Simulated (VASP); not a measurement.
A run of VASP 6.6.1:

The input INCAR:

```
SYSTEM = Pt
ALGO     = Fast           ! electronic algorithm
EDIFF    = 1E-7           ! SCF threshold, eV
ENCUT    = 520            ! plane-wave cutoff, eV
GGA      = PE             ! functional
ICORELEVEL= 1            
ISIF     = 2              ! what is computed and relaxed
ISMEAR   = 1              ! smearing method
IVDW     = 12             ! dispersion correction
LASPH    = .TRUE.         ! aspherical terms in the spheres
LCHARG   = .FALSE.        ! write CHGCAR
LMAXMIX  = 4              ! l up to which the mixer works
LREAL    = .FALSE.        ! projectors in reciprocal space
LWAVE    = .FALSE.        ! write WAVECAR
NBANDS   = 11             ! bands
NELM     = 80             ! most SCF steps
PREC     = Accurate       ! precision mode
SIGMA    = 0.1            ! smearing width, eV
```

The input KPOINTS:

```
k-points
0
G
  16 16 16
  0 0 0
```

File POSCAR:

```
Pt                                      
1.0
    0.0000000000      1.9627480676      1.9627480676
    1.9627480676      0.0000000000      1.9627480676
    1.9627480676      1.9627480676      0.0000000000
  Pt            
     1
Direct
     0.0000000000000000    0.0000000000000000    0.0000000000000000
```

Contents of KPOINTS_OPT:

```
explicit points
106
Reciprocal
 0.0000000000  0.0000000000  0.0000000000 1
 0.0555555556  0.0000000000  0.0555555556 1
 0.1111111111  0.0000000000  0.1111111111 1
 0.1666666667  0.0000000000  0.1666666667 1
 0.2222222222  0.0000000000  0.2222222222 1
 0.2777777778  0.0000000000  0.2777777778 1
 0.3333333333  0.0000000000  0.3333333333 1
 0.3888888889  0.0000000000  0.3888888889 1
 0.4444444444  0.0000000000  0.4444444444 1
 0.5000000000  0.0000000000  0.5000000000 1
 0.5000000000  0.0000000000  0.5000000000 1
 0.5000000000  0.0277777778  0.5277777778 1
 0.5000000000  0.0555555556  0.5555555556 1
 0.5000000000  0.0833333333  0.5833333333 1
 0.5000000000  0.1111111111  0.6111111111 1
 0.5000000000  0.1388888889  0.6388888889 1
 0.5000000000  0.1666666667  0.6666666667 1
 0.5000000000  0.1944444444  0.6944444444 1
 0.5000000000  0.2222222222  0.7222222222 1
 0.5000000000  0.2500000000  0.7500000000 1
 0.5000000000  0.2500000000  0.7500000000 1
 0.4861111111  0.2638888889  0.7500000000 1
 0.4722222222  0.2777777778  0.7500000000 1
 0.4583333333  0.2916666667  0.7500000000 1
 0.4444444444  0.3055555556  0.7500000000 1
 0.4305555556  0.3194444444  0.7500000000 1
 0.4166666667  0.3333333333  0.7500000000 1
 0.4027777778  0.3472222222  0.7500000000 1
 0.3888888889  0.3611111111  0.7500000000 1
 0.3750000000  0.3750000000  0.7500000000 1
 0.3750000000  0.3750000000  0.7500000000 1
 0.3333333333  0.3333333333  0.6666666667 1
 0.2916666667  0.2916666667  0.5833333333 1
 0.2500000000  0.2500000000  0.5000000000 1
 0.2083333333  0.2083333333  0.4166666667 1
 0.1666666667  0.1666666667  0.3333333333 1
 0.1250000000  0.1250000000  0.2500000000 1
 0.0833333333  0.0833333333  0.1666666667 1
 0.0416666667  0.0416666667  0.0833333333 1
 0.0000000000  0.0000000000  0.0000000000 1
 0.0000000000  0.0000000000  0.0000000000 1
 0.0555555556  0.0555555556  0.0555555556 1
 0.1111111111  0.1111111111  0.1111111111 1
 0.1666666667  0.1666666667  0.1666666667 1
 0.2222222222  0.2222222222  0.2222222222 1
 0.2777777778  0.2777777778  0.2777777778 1
 0.3333333333  0.3333333333  0.3333333333 1
 0.3888888889  0.3888888889  0.3888888889 1
 0.4444444444  0.4444444444  0.4444444444 1
 0.5000000000  0.5000000000  0.5000000000 1
 0.5000000000  0.5000000000  0.5000000000 1
 0.5138888889  0.4722222222  0.5138888889 1
 0.5277777778  0.4444444444  0.5277777778 1
 0.5416666667  0.4166666667  0.5416666667 1
 0.5555555556  0.3888888889  0.5555555556 1
 0.5694444444  0.3611111111  0.5694444444 1
 0.5833333333  0.3333333333  0.5833333333 1
 0.5972222222  0.3055555556  0.5972222222 1
 0.6111111111  0.2777777778  0.6111111111 1
 0.6250000000  0.2500000000  0.6250000000 1
 0.6250000000  0.2500000000  0.6250000000 1
 0.6111111111  0.2500000000  0.6388888889 1
 0.5972222222  0.2500000000  0.6527777778 1
 0.5833333333  0.2500000000  0.6666666667 1
 0.5694444444  0.2500000000  0.6805555556 1
 0.5555555556  0.2500000000  0.6944444444 1
 0.5416666667  0.2500000000  0.7083333333 1
 0.5277777778  0.2500000000  0.7222222222 1
 0.5138888889  0.2500000000  0.7361111111 1
 0.5000000000  0.2500000000  0.7500000000 1
 0.5000000000  0.2500000000  0.7500000000 1
 0.5000000000  0.2777777778  0.7222222222 1
 0.5000000000  0.3055555556  0.6944444444 1
 0.5000000000  0.3333333333  0.6666666667 1
 0.5000000000  0.3611111111  0.6388888889 1
 0.5000000000  0.3888888889  0.6111111111 1
 0.5000000000  0.4166666667  0.5833333333 1
 0.5000000000  0.4444444444  0.5555555556 1
 0.5000000000  0.4722222222  0.5277777778 1
 0.5000000000  0.5000000000  0.5000000000 1
 0.5000000000  0.5000000000  0.5000000000 1
 0.4861111111  0.4861111111  0.5277777778 1
 0.4722222222  0.4722222222  0.5555555556 1
 0.4583333333  0.4583333333  0.5833333333 1
 0.4444444444  0.4444444444  0.6111111111 1
 0.4305555556  0.4305555556  0.6388888889 1
 0.4166666667  0.4166666667  0.6666666667 1
 0.4027777778  0.4027777778  0.6944444444 1
 0.3888888889  0.3888888889  0.7222222222 1
 0.3750000000  0.3750000000  0.7500000000 1
 0.6250000000  0.2500000000  0.6250000000 1
 0.6111111111  0.2222222222  0.6111111111 1
 0.5972222222  0.1944444444  0.5972222222 1
 0.5833333333  0.1666666667  0.5833333333 1
 0.5694444444  0.1388888889  0.5694444444 1
 0.5555555556  0.1111111111  0.5555555556 1
 0.5416666667  0.0833333333  0.5416666667 1
 0.5277777778  0.0555555556  0.5277777778 1
 0.5138888889  0.0277777778  0.5138888889 1
 0.5000000000  0.0000000000  0.5000000000 1
 0.0000000000  0.0000000000  0.0000000000 1
 0.3750000000  0.3750000000  0.7500000000 1
 0.5000000000  0.5000000000  0.5000000000 1
 0.6250000000  0.2500000000  0.6250000000 1
 0.5000000000  0.2500000000  0.7500000000 1
 0.5000000000  0.0000000000  0.5000000000 1
```

Potentials or basis: VASP PAW PBE potentials, release 64 (Pt).

Run with:

```sh
$ cat potpaw_PBE.64/Pt/POTCAR > POTCAR
$ mpirun -np 1 vasp_std > vasp.out
```

Hardware: 1 thread of Intel(R) Xeon(R) 6975P-C (Granite Rapids), on a shared host.

Estimate the wall time of this run.

It took 14 s on 1 thread of Intel(R) Xeon(R) 6975P-C (Granite Rapids), on a shared host, peak memory 0.17 GiB. Counts: scf iterations 23, k points 145.
